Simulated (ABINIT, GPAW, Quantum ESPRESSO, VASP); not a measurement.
# One structure in several programs: TiZn (P1, 2 atoms in the cell)

Self-consistent single point, at a second geometry (atoms moved at random). First geometry:

```
CELL_PARAMETERS angstrom
      3.12375     0.00000     0.00000
      0.00000     3.12375     0.00000
      0.00000     0.00000     3.12375
ATOMIC_POSITIONS crystal
  Ti 0.50000 0.50000 0.50000
  Zn 0.00000 0.00000 0.00000
```

Second geometry:
```xyz
2
Lattice="3.1237 0.0000 0.0000 0.0000 3.1237 0.0000 0.0000 0.0000 3.1237" Properties=species:S:1:pos:R:3 pbc="T T T"
Ti     1.5923     1.5353     1.5755
Zn    -0.0304     0.0265    -0.0136
```

Shared settings, as Quantum ESPRESSO writes them: occupations = smearing; smearing = fd; degauss = 0.0073499 Ry; K_POINTS = automatic 7 7 7 0 0 0. Potentials and cutoffs stand in the table.

```
code                                                              model  ΔF from the first geometry (meV/atom)  pressure (GPa)  largest force (eV/Å)  cutoff
----------------  -----------------------------------------------------  -------------------------------------  --------------  --------------------  ------
GPAW              PBEsol, GPAW PAW datasets PBEsol (made by gpaw-setup)                                    9.5           -2.19                 0.447  850 eV
VASP                         PBEsol, VASP's PBE PAW potentials (set 64)                                    9.4           -2.42                 0.446  300 eV
ABINIT               PBEsol, PAW (JTH v2.0 PBE PAW, files made for PBE)                                    9.4           -2.37                 0.442   30 Ha
Quantum ESPRESSO   PBEsol, SSSP 1.1.2 efficiency (PBE) pseudopotentials                                    9.3           -2.94                 0.441   50 Ry
```

On GPAW's run: spin polarisation is off.

The spread over the programs that give each value: ΔF from the first geometry within 0.2 meV/atom; pressure within 0.75 GPa; largest force within 0.006 eV/Å.

VASP's run is marked for a possible Pulay error in its stress at this cutoff; no cutoff test was made.

The starting cell comes from a database of computed structures (which also holds hypothetical and non-ambient phases and stackings), without a prior relaxation at this level. For this run, on top of that: atoms moved at random.

Left out of this page: Ansatz, Elk, FLEUR and SIESTA (not drawn, or without a comparable value); CP2K (unsound by tests on forces, stress, charge or solver warnings).
